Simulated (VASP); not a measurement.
# Au (Gold): structure and properties in VASP

What structure and properties does rev-vdW-DF2 give Au (Gold), and how near are they to the measured ones? The steps: relaxing cell and atoms (rev-vdW-DF2), second relaxation, single point with fields (rev-vdW-DF2), bands along the symmetry lines (rev-vdW-DF2), total and projected DOS (rev-vdW-DF2), volume scan with rev-vdW-DF2, fit for rev-vdW-DF2, core-level energies (rev-vdW-DF2) and band structure (rev-vdW-DF2 + SOC). Left out of this account: 1 further run (phonons: it ended without a result to show). The start is a cell from a database of measured crystal structures.

Main program and level: VASP 6.6.1; rev-vdW-DF2; plane waves and PAW (Au), in the first sound run; inputs show where later runs differ.

The experiments to compare with:

For Au, fcc (bulk gold, literature value, 298 K), “Mechanisms for carbon adsorption on Au(110)-(2*1): A work function analysis” (2018, arxiv:1805.06931) quotes earlier work: lattice constant a (cubic lattice constant) 4.078 Å [Literature room-temperature value quoted in the computational methods part; includes …].

For Au, fcc (earlier literature value), “Exploring toroidal anvil profiles for larger sample volumes above 4 Mbar” (2024, pmc:11102561) quotes earlier work: bulk modulus (ambient isothermal K0) 167 GPa [Literature ultrasonic value used as fixed fit input; rounded, table lists 166.7 GPa].

This is a report of a sequence of runs, with most program output left out.

The database entry behind the starting cell differs from later determinations by our own check (0.1 to 0.3 % short, probably kX units), so it need not match the best structure at ambient conditions.

**1. Set-up**

Before any relaxation, the start is as follows. Symmetry: Fm-3m, No. 225, cubic system. The conventional cell has a = 4.070 Å, b = 4.070 Å, c = 4.070 Å, α = 90.00°, β = 90.00°, γ = 90.00°. Au has 12 Au at 2.88 Å nearest.

**2. Relaxing cell and atoms (rev-vdW-DF2)**

The start need not lie at this functional's minimum. ISIF = 3 frees volume, shape and positions, and EDIFFG sets the threshold on forces and stress at which the search stops. rev-vdW-DF2 revises the exchange of vdW-DF2 for solids. LUSE_VDW switches on a nonlocal correlation term for dispersion.

Input file INCAR:

```
SYSTEM = Au
PREC = Accurate
ENCUT = 400
EDIFF = 1E-06
NELM = 100
ISMEAR = 1
SIGMA = 0.2
LREAL = .FALSE.
ALGO = Normal
GGA = MK
AGGAC = 0
LUSE_VDW = .TRUE.
PARAM1 = 0.1234
PARAM2 = 0.711357
ZAB_VDW = -1.8867
LASPH = .TRUE.
NBANDS = 11
LORBIT = 11
LWAVE = .FALSE.
LCHARG = .FALSE.
KPAR = 2
IBRION = 2
NSW = 60
ISIF = 3
EDIFFG = -0.01
```

Input file POSCAR:

```
Au
1.0
    0.0000000000      2.0350000000      2.0350000000
    2.0350000000      0.0000000000      2.0350000000
    2.0350000000      2.0350000000      0.0000000000
Au
1
Direct
    0.0000000000      0.0000000000      0.0000000000
```

Input file KPOINTS:

```
Automatic mesh
0
Gamma
11 11 11
0 0 0
```

Potentials, in the order of the species: Au (PBE family, release 64).

Command:

```
> mpirun -np 2 vasp_std
```

The job ended after 23 s (2 MPI ranks of Intel Xeon 6975P-C (Granite Rapids), shared host; peak memory 0.46 GiB).

This run has no spin polarisation. Its electron count is odd, so without a moment it is a metal by construction. The k-mesh is coarse for a metal. The PAW data sets were made with PBE, which is usual practice but a small mismatch for other functionals. The run keeps the 48 symmetry operations of its start, so it cannot find a distortion of lower symmetry.

Relaxation path:

```csv
step,energy less that of the first step (eV),largest force (eV/Å),pressure (GPa),volume (Å³)
1,0.0000,0.0000,6.78,16.85
2,0.0201,0.0000,-8.58,18.66
3,-0.0132,0.0000,-0.09,17.51
4,-0.0132,0.0000,0.01,17.50
```

```csv
"conventional cell, symmetrised",before,after,change
a (Å),4.070,4.121,+1.3 %
b (Å),4.070,4.121,+1.3 %
c (Å),4.070,4.121,+1.3 %
volume (Å³/atom),16.85,17.50,+3.8 %
```

Final coordinates:

```xyz
1
Lattice="0.0000 2.0607 2.0607 2.0607 0.0000 2.0607 2.0607 2.0607 0.0000" Properties=species:S:1:pos:R:3 pbc="T T T"
Au    0.0000    0.0000    0.0000
```

Numbers from this step:

- electrons: 11
- bands: 11
- irreducible k-points: 56
- symmetry operations: 48
- free energy (TOTEN): -1.034 eV
- energy at zero smearing: -1.035 eV
- Fermi energy: 8.986 eV
- pressure: 0.01338 GPa
- metallic: yes
- SCF cycles over all ionic steps: 29

It ends with forces that vanish by symmetry and a pressure of 0.01 GPa. The volume lies +3.8 % from that of the database's start.

**3. Second relaxation**

A relaxation keeps the plane waves of the cell it began with, so it is repeated from the new cell, on a basis made for it.

INCAR is that of step 2.

Input file POSCAR:

```
Au
1.0
    0.0000000000      2.0607004257      2.0607004257
    2.0607004257      0.0000000000      2.0607004257
    2.0607004257      2.0607004257      0.0000000000
Au
1
Direct
    0.0000000000      0.0000000000      0.0000000000
```

KPOINTS is that of step 2.

Command:

```
> mpirun -np 2 vasp_std
```

Elapsed: 15 s, on 2 MPI ranks; peak memory 0.44 GiB.

Little changed from the start: no atom moved by 0.005 Å and no cell edge by 0.1 %.

This step gave:

```
free energy (TOTEN)             : -1.035 eV
Fermi energy                    : 8.975 eV
pressure                        : -0.02386 GPa
SCF cycles over all ionic steps : 19
```

It ends with forces that vanish by symmetry and a pressure of -0.02 GPa. The volume moved by only 0.07 %, so the volume is settled.

**4. Single point with fields (rev-vdW-DF2)**

A single point on the relaxed cell gives a clean self-consistent state, with density, ELF and potential written out.

Changes to INCAR since step 3:

```diff
@@ -19,7 +19,5 @@
 LWAVE = .FALSE.
-LCHARG = .FALSE.
-KPAR = 2
-IBRION = 2
-NSW = 60
-ISIF = 3
-EDIFFG = -0.01
+LCHARG = .TRUE.
+ISIF = 2
+LELF = .TRUE.
+LVHAR = .TRUE.
```

Input file POSCAR:

```
Au
1.0
    0.0000000000      2.0612047374      2.0612047374
    2.0612047374      0.0000000000      2.0612047374
    2.0612047374      2.0612047374      0.0000000000
Au
1
Direct
    0.0000000000      0.0000000000      0.0000000000
```

KPOINTS is that of step 3.

Command:

```
> mpirun -np 2 vasp_std
```

The job ended after 5.4 s (2 MPI ranks; peak memory 0.39 GiB; 9.7 s of CPU time).

Numbers from this step:

| Item | Value |
| --- | --- |
| SCF cycles | 11 |
| bands | 12 |
| pressure | -0.01097 GPa |

Valence electrons inside each PAW sphere by angular momentum. Sphere charges, by row:

```csv
atom,s (e),p (e),d (e),tot (e)
Au1,0.532,0.334,8.764,9.63
```

ELF in the ac plane of the conventional cell at fractional y = 0.000, with atoms of Au within 0.2 Å of it. It is the smooth field of the valence electrons, not physical close to the nuclei.

Values, 14 rows by 14 columns, each cell a mean:
```
0.01 0.04 0.21 0.33 0.24 0.16 0.12 0.11 0.13 0.19 0.29 0.30 0.12 0.02
0.09 0.17 0.30 0.31 0.22 0.17 0.16 0.16 0.16 0.19 0.26 0.32 0.24 0.12
0.29 0.32 0.32 0.25 0.21 0.22 0.24 0.25 0.24 0.21 0.23 0.28 0.32 0.30
0.30 0.28 0.24 0.22 0.25 0.31 0.33 0.32 0.32 0.28 0.23 0.23 0.26 0.29
0.20 0.19 0.19 0.24 0.32 0.30 0.21 0.19 0.24 0.31 0.28 0.21 0.19 0.19
0.13 0.14 0.19 0.28 0.32 0.17 0.04 0.03 0.08 0.24 0.32 0.24 0.16 0.13
0.10 0.13 0.20 0.30 0.29 0.09 0.01 0.11 0.03 0.19 0.32 0.25 0.16 0.11
0.11 0.13 0.19 0.29 0.30 0.12 0.02 0.01 0.04 0.21 0.33 0.24 0.16 0.12
0.16 0.16 0.19 0.26 0.32 0.24 0.12 0.09 0.17 0.30 0.31 0.22 0.17 0.16
0.25 0.24 0.21 0.23 0.28 0.32 0.30 0.29 0.32 0.32 0.25 0.21 0.22 0.24
0.32 0.32 0.28 0.23 0.23 0.26 0.29 0.30 0.28 0.24 0.22 0.25 0.31 0.33
0.19 0.24 0.31 0.28 0.21 0.19 0.19 0.20 0.19 0.19 0.24 0.32 0.30 0.21
0.03 0.08 0.24 0.32 0.24 0.16 0.13 0.13 0.14 0.19 0.28 0.32 0.17 0.04
0.11 0.03 0.19 0.32 0.25 0.16 0.11 0.10 0.13 0.20 0.30 0.29 0.09 0.01
```
Columns run along a (4.1 Å), rows up along c (4.1 Å), edges of the conventional cell, whose origin can differ from the input's. Atoms in or near the plane, at fractional coordinates: Au at (0.00, 0.00), Au at (0.50, 0.50).

Valence density in the ac plane of the conventional cell at fractional y = 0.000, with atoms of Au within 0.2 Å of it. It is the smooth field of the valence electrons, not physical close to the nuclei.

Ten even steps from '0' (0.1 e/Å³) to '9' (4.6 e/Å³), each cell a mean:
```
86410000000258
54210000000135
22100000000012
00000111100000
00001244310000
00002467531000
00002589741000
00002588641000
00001355421000
00000122210000
11000000000011
43100000000124
75310000000246
97410000000258
```
Columns run along a (4.1 Å), rows up along c (4.1 Å), edges of the conventional cell, whose origin can differ from the input's. Atoms in or near the plane, at fractional coordinates: Au at (0.00, 0.00), Au at (0.50, 0.50).

Electrostatic potential energy in the ac plane of the conventional cell at fractional y = 0.000, with atoms of Au within 0.2 Å of it. With pseudopotentials it is smooth inside the atoms' cores, unlike the true potential.

Ten even steps from '_' (-66 eV) to '@' (3 eV), each cell a mean:
```
____--##@@@@@@@@@@@@%%++::__
..::++%%@@@@@@@@@@@@@@##==::
++**%%@@@@@@@@@@@@@@@@%%##++
%%%%@@@@@@%%##**##%%@@@@@@%%
@@@@@@@@%%++----==**%%@@@@@@
@@@@@@%%**::____..==##@@@@@@
@@@@@@%%++..______--**@@@@@@
@@@@@@%%++::______--##@@@@@@
@@@@@@@@##==::..::++%%@@@@@@
@@@@@@@@%%##++++**%%@@@@@@@@
**##%%@@@@@@%%%%%%@@@@@@%%##
--==**%%@@@@@@@@@@@@@@%%++--
__..==##@@@@@@@@@@@@%%**::__
____--**@@@@@@@@@@@@%%++..__
```
Columns run along a (4.1 Å; values clipped at the 3rd and 97th percentile), rows up along c (4.1 Å), edges of the conventional cell, whose origin can differ from the input's. Atoms in or near the plane, at fractional coordinates: Au at (0.00, 0.00), Au at (0.50, 0.50).

In this run the pressure is -0.01 GPa, small enough to go on.

**5. Bands along the symmetry lines (rev-vdW-DF2)**

The mesh alone shows little of the dispersion and can miss band extrema, so KPOINTS_OPT adds a path through the symmetry points after the self-consistent cycle.

Changes to INCAR since step 4:

```diff
@@ -16,8 +16,6 @@
 LASPH = .TRUE.
-NBANDS = 11
+NBANDS = 16
 LORBIT = 11
 LWAVE = .FALSE.
-LCHARG = .TRUE.
-ISIF = 2
-LELF = .TRUE.
-LVHAR = .TRUE.
+LCHARG = .FALSE.
+KPAR = 2
```

POSCAR is that of step 4.

KPOINTS is that of step 4.

Input file KPOINTS_OPT:

```
Line mode
16
Line-mode
Reciprocal
  0.00000000   0.00000000   0.00000000 GAMMA
  0.50000000   0.00000000   0.50000000 X

  0.50000000   0.00000000   0.50000000 X
  0.50000000   0.25000000   0.75000000 W

  0.50000000   0.25000000   0.75000000 W
  0.37500000   0.37500000   0.75000000 K

  0.37500000   0.37500000   0.75000000 K
  0.00000000   0.00000000   0.00000000 GAMMA

  0.00000000   0.00000000   0.00000000 GAMMA
  0.50000000   0.50000000   0.50000000 L

  0.50000000   0.50000000   0.50000000 L
  0.62500000   0.25000000   0.62500000 U

  0.62500000   0.25000000   0.62500000 U
  0.50000000   0.25000000   0.75000000 W

  0.50000000   0.25000000   0.75000000 W
  0.50000000   0.50000000   0.50000000 L

  0.50000000   0.50000000   0.50000000 L
  0.37500000   0.37500000   0.75000000 K

  0.62500000   0.25000000   0.62500000 U
  0.50000000   0.00000000   0.50000000 X
```

Command:

```
> mpirun -np 2 vasp_std
```

The job ended after 11 s (2 MPI ranks; peak memory 0.44 GiB).

Spin-orbit coupling is off here; with elements this heavy it splits and shifts levels by tenths of an eV or more.

Numbers from this step:

- bands: 16
- pressure: -0.01131 GPa

Electronic bands along the path, in eV, zero at the Fermi level; # counts the bands kept:

```csv
point,#2,#3,#4,#5,#6,#7,#8
Γ,-4.62,-4.62,-4.62,-3.17,-3.17,14.61,18.34
0.47 of the way,-5.58,-3.96,-3.58,-3.58,-2.70,14.97,14.97
X,-6.57,-2.07,-1.72,-1.72,1.04,5.42,9.84
0.53 of the way,-6.13,-3.39,-2.65,-1.72,3.27,4.82,8.63
W,-5.05,-5.05,-3.31,-1.72,4.43,6.15,6.15
0.53 of the way,-5.61,-4.20,-3.07,-1.92,3.91,4.91,7.16
K,-5.69,-3.78,-2.89,-2.14,3.63,4.54,7.21
0.47 of the way,-5.20,-4.51,-3.77,-3.63,-1.64,10.27,12.26
Γ,-4.62,-4.62,-4.62,-3.17,-3.17,14.61,18.34
0.47 of the way,-4.79,-4.34,-4.34,-3.08,-3.08,11.57,15.69
L,-4.65,-4.65,-2.03,-2.03,-0.88,2.81,14.04
0.47 of the way,-5.03,-4.10,-3.79,-2.12,1.73,2.79,12.56
U,-5.69,-3.78,-2.89,-2.14,3.63,4.54,7.21
0.47 of the way,-5.61,-4.20,-3.07,-1.92,3.91,4.91,7.16
W,-5.05,-5.05,-3.31,-1.72,4.43,6.15,6.15
0.47 of the way,-5.31,-4.29,-3.72,-2.16,2.86,2.86,11.41
L,-4.65,-4.65,-2.03,-2.03,-0.88,2.81,14.04
0.47 of the way,-5.03,-4.10,-3.79,-2.12,1.73,2.79,12.56
K,-5.69,-3.78,-2.89,-2.14,3.63,4.54,7.21
jump to U,-5.69,-3.78,-2.89,-2.14,3.63,4.54,7.21
0.47 of the way,-6.33,-2.66,-2.36,-1.84,2.40,4.96,8.54
X,-6.57,-2.07,-1.72,-1.72,1.04,5.42,9.84
```

There is no gap at this level.

**6. Total and projected DOS (rev-vdW-DF2)**

Here the states are counted by energy and projected on the atoms. The mesh is finer than in the run before.

Changes to INCAR since step 5:

```diff
@@ -5,3 +5,3 @@
 NELM = 100
-ISMEAR = 1
+ISMEAR = -5
 SIGMA = 0.2
@@ -21 +21,2 @@
 KPAR = 2
+NEDOS = 2001
```

POSCAR is that of step 5.

Input file KPOINTS:

```
Automatic mesh
0
Gamma
16 16 16
0 0 0
```

Command:

```
> mpirun -np 2 vasp_std
```

Run time: 11 s. Hardware: 2 MPI ranks; peak memory 0.46 GiB; 21 s of CPU time.

With tetrahedra the forces and stress of a metal are not exact derivatives of the energy.

Numbers from this step:

| Property | Result |
| --- | --- |
| irreducible k-points | 145 |
| free energy (TOTEN) | -1.027 eV |
| Fermi energy | 8.947 eV |
| pressure | 0.02349 GPa |
| DOS at the Fermi level | 0.2876 states/eV/cell |

The density of states has structure finer than the step of the table below, so its rows give means over 0.5 eV, whole bins alone (the curve runs from -11.9 to 7.99 eV). Peaks (eV: height): total -6.29: 2.00, -5.37: 2.61, -4.30: 4.40, -3.74: 2.54, -3.25: 2.89, -2.10: 3.39; Au d -6.22: 1.39, -5.37: 2.07, -4.30: 3.79, -3.74: 2.12, -3.25: 2.58, -2.05: 3.24; Au s -6.58: 0.229, -4.58: 0.0502, 3.05: 0.171, 5.38: 0.113.

States under -11.9 eV and over 8.0 eV are left out. Density of states against energy, zero at the Fermi level; means over each step; values in states/eV/cell:

```csv
energy (eV),total,Au d,Au s
-10.0,0,0,0
-9.5,0.0214,0,0.0124
-9.0,0.0677,4.3e-4,0.0379
-8.5,0.103,0.00237,0.0544
-8.0,0.145,0.00868,0.0712
-7.5,0.222,0.0315,0.0951
-7.0,0.607,0.245,0.167
-6.5,1.53,0.942,0.205
-6.0,1.80,1.33,0.107
-5.5,1.49,1.18,0.0200
-5.0,2.02,1.66,0.0227
-4.5,2.84,2.38,0.0438
-4.0,1.98,1.65,0.0353
-3.5,2.10,1.83,0.0231
-3.0,1.95,1.76,0.0191
-2.5,1.79,1.67,0.0122
-2.0,2.34,2.23,0.0201
-1.5,0.348,0.266,0.0258
-1.0,0.281,0.173,0.0335
-0.5,0.298,0.161,0.0396
0.0,0.288,0.136,0.0446
0.5,0.289,0.124,0.0490
1.0,0.290,0.107,0.0533
1.5,0.280,0.0939,0.0569
2.0,0.283,0.0846,0.0677
2.5,0.271,0.0729,0.0807
3.0,0.352,0.0891,0.133
3.5,0.320,0.0748,0.120
4.0,0.238,0.0536,0.0752
4.5,0.286,0.0592,0.0642
5.0,0.396,0.0714,0.0964
5.5,0.389,0.0666,0.104
6.0,0.333,0.0534,0.0851
6.5,0.275,0.0404,0.0726
7.0,0.282,0.0412,0.0666
7.5,0.351,0.0588,0.0647
```

The finer mesh and the other smearing move the Fermi level by -0.03 eV from the 11×11×11 run, a small shift, which tests the Fermi level alone. Of the states within 0.3 eV of the Fermi level, the largest shares in the PAW spheres are Au d 47 % and Au s 15 %. The rest lies in smaller channels or between the spheres.

**7. Volume scan with rev-vdW-DF2**

An equation of state needs energies on both sides of the minimum, all on one mesh and cutoff.

Changes to INCAR since step 6:

```diff
@@ -5,3 +5,3 @@
 NELM = 100
-ISMEAR = -5
+ISMEAR = 1
 SIGMA = 0.2
@@ -16,3 +16,3 @@
 LASPH = .TRUE.
-NBANDS = 16
+NBANDS = 11
 LORBIT = 11
@@ -21,2 +21,2 @@
 KPAR = 2
-NEDOS = 2001
+ISIF = 2
```

Input file POSCAR:

```
Au
1.0
    0.0000000000      2.0191275280      2.0191275280
    2.0191275280      0.0000000000      2.0191275280
    2.0191275280      2.0191275280      0.0000000000
Au
1
Direct
    0.0000000000      0.0000000000      0.0000000000
```

Input file KPOINTS:

```
Automatic mesh
0
Gamma
11 11 11
0 0 0
```

Command:

```
> mpirun -np 2 vasp_std
```

Run time: 7.2 s. Hardware: 2 MPI ranks; peak memory 0.44 GiB.

The scan keeps the cell's shape and the fractional positions fixed.

This step gave:

| Item | Value |
| --- | --- |
| bands | 11 |
| irreducible k-points | 56 |
| free energy (TOTEN) | -0.9983 eV |
| Fermi energy | 9.953 eV |
| pressure | 11.69 GPa |

The pressure here is 11.69 GPa.

**8. Volume scan with rev-vdW-DF2 (run 2)**

INCAR is that of step 7.

Input file POSCAR:

```
Au
1.0
    0.0000000000      2.0333472044      2.0333472044
    2.0333472044      0.0000000000      2.0333472044
    2.0333472044      2.0333472044      0.0000000000
Au
1
Direct
    0.0000000000      0.0000000000      0.0000000000
```

KPOINTS is that of step 7.

Command:

```
> mpirun -np 2 vasp_std
```

It took 7.2 s on 2 MPI ranks; peak memory 0.44 GiB; 14 s of CPU time.

This step gave:

| Quantity | Value |
| --- | --- |
| free energy (TOTEN) | -1.019 eV |
| energy at zero smearing | -1.019 eV |
| Fermi energy | 9.607 eV |
| pressure | 7.264 GPa |

The pressure falls from 11.69 to 7.26 GPa.

The run ends at a pressure of 7.26 GPa.

**9. Volume scan with rev-vdW-DF2 (run 3)**

INCAR is that of step 8.

Input file POSCAR:

```
Au
1.0
    0.0000000000      2.0473707317      2.0473707317
    2.0473707317      0.0000000000      2.0473707317
    2.0473707317      2.0473707317      0.0000000000
Au
1
Direct
    0.0000000000      0.0000000000      0.0000000000
```

KPOINTS is that of step 8.

Command:

```
> mpirun -np 2 vasp_std
```

It took 7.2 s on 2 MPI ranks; peak memory 0.44 GiB; 14 s of CPU time.

The pressure falls from 7.26 to 3.38 GPa.

The run ends at a pressure of 3.38 GPa.

**10. Volume scan with rev-vdW-DF2 (run 4)**

INCAR is that of step 9.

Input file POSCAR:

```
Au
1.0
    0.0000000000      2.0612047374      2.0612047374
    2.0612047374      0.0000000000      2.0612047374
    2.0612047374      2.0612047374      0.0000000000
Au
1
Direct
    0.0000000000      0.0000000000      0.0000000000
```

KPOINTS is that of step 9.

Command:

```
> mpirun -np 2 vasp_std
```

Wall time 7.2 s (2 MPI ranks); peak memory 0.44 GiB.

The pressure falls from 3.38 to -0.01 GPa.

The run ends at a pressure of -0.01 GPa.

**11. Volume scan with rev-vdW-DF2 (run 5)**

INCAR is that of step 10.

Input file POSCAR:

```
Au
1.0
    0.0000000000      2.0748554977      2.0748554977
    2.0748554977      0.0000000000      2.0748554977
    2.0748554977      2.0748554977      0.0000000000
Au
1
Direct
    0.0000000000      0.0000000000      0.0000000000
```

KPOINTS is that of step 10.

Command:

```
> mpirun -np 2 vasp_std
```

Run time: 7.2 s. Hardware: 2 MPI ranks; peak memory 0.44 GiB; 14 s of CPU time.

The pressure falls from -0.01 to -2.99 GPa.

The run ends at a pressure of -2.99 GPa.

**12. Volume scan with rev-vdW-DF2 (run 6)**

INCAR is that of step 11.

Input file POSCAR:

```
Au
1.0
    0.0000000000      2.0883289629      2.0883289629
    2.0883289629      0.0000000000      2.0883289629
    2.0883289629      2.0883289629      0.0000000000
Au
1
Direct
    0.0000000000      0.0000000000      0.0000000000
```

KPOINTS is that of step 11.

Command:

```
> mpirun -np 2 vasp_std
```

Run time: 7.2 s. Hardware: 2 MPI ranks; peak memory 0.44 GiB; 14 s of CPU time.

The pressure falls from -2.99 to -5.58 GPa.

The run ends at a pressure of -5.58 GPa.

**13. Volume scan with rev-vdW-DF2 (run 7)**

A prediction first. A parabola through the 6 pressures of evenly scaled cells so far, P = -0.03 -159.8 t +476 t² GPa with t = ln(V/V₁) and V₁ the volume at scale 1, gives -7.72 GPa at t = +0.0583.

INCAR is that of step 12.

Input file POSCAR:

```
Au
1.0
    0.0000000000      2.1016307799      2.1016307799
    2.1016307799      0.0000000000      2.1016307799
    2.1016307799      2.1016307799      0.0000000000
Au
1
Direct
    0.0000000000      0.0000000000      0.0000000000
```

KPOINTS is that of step 12.

Command:

```
> mpirun -np 2 vasp_std
```

Elapsed: 7.2 s, on 2 MPI ranks; peak memory 0.44 GiB; 13 s of CPU time.

The pressure falls from -5.58 to -7.79 GPa. The parabola predicted -7.72 GPa, +0.07 GPa off.

**14. The series together**

Times are for 2 MPI ranks of Intel Xeon 6975P-C (Granite Rapids), shared host. The series side by side:

```csv
no.,volume scale,energy above the lowest point (meV/atom),pressure (GPa),time,memory (GiB)
1,0.94,36.95,11.69,7.2 s,0.44
2,0.96,15.95,7.264,7.2 s,0.44
3,0.98,4.03,3.381,7.2 s,0.44
4,1,0,-0.01085,7.2 s,0.44
5,1.02,2.95,-2.987,7.2 s,0.44
6,1.04,12.1,-5.577,7.2 s,0.44
7,1.06,26.54,-7.789,7.2 s,0.44
```

**15. Fit for rev-vdW-DF2**

This step: Birch-Murnaghan fit, rev-vdW-DF2; plane waves and PAW (VASP 6.6.1).

No new run; the numbers come from the runs before.

This step gave:

```yaml
pressure_derivative_of_the_bulk_modulus: 5.499
r_m_s_error_of_the_fit: 1.63e-5 eV/atom
minimum_inside_the_sampled_range: yes
bulk_modulus: 158.4 GPa
equilibrium_volume_of_the_fit: 17.53 Å³/atom
```

Energy above the fitted minimum against volume:

```csv
volume (Å³/atom),energy above the fitted minimum (eV/atom)
16.463,0.0370
16.814,0.0160
17.164,0.00403
17.514,4.2e-6
17.865,0.00296
18.215,0.0121
18.565,0.0265
```

The fitted volume lies +0.11 % from the relaxed one. At a finite cutoff and mesh the minimum of the energy and the zero of the stress don't quite coincide, and the relaxation stops at a threshold.

[end of part 1 of 2]

[Lines on the potential files, build, host, timing and source positions are cut from VASP's logs without a mark.]

[Logs are printed without paths, hosts, clocks, repeated set-up lines and the standing remarks that a program may print on its own settings, such as how far it seeks lower states.]

[Hosts, paths, dates, database ids (printed as entryN), source tags and the programs' standing remarks are cut or masked in the printed files.]

[A measured line is paired with the nearest computed mode of its activity, which favours agreement.]
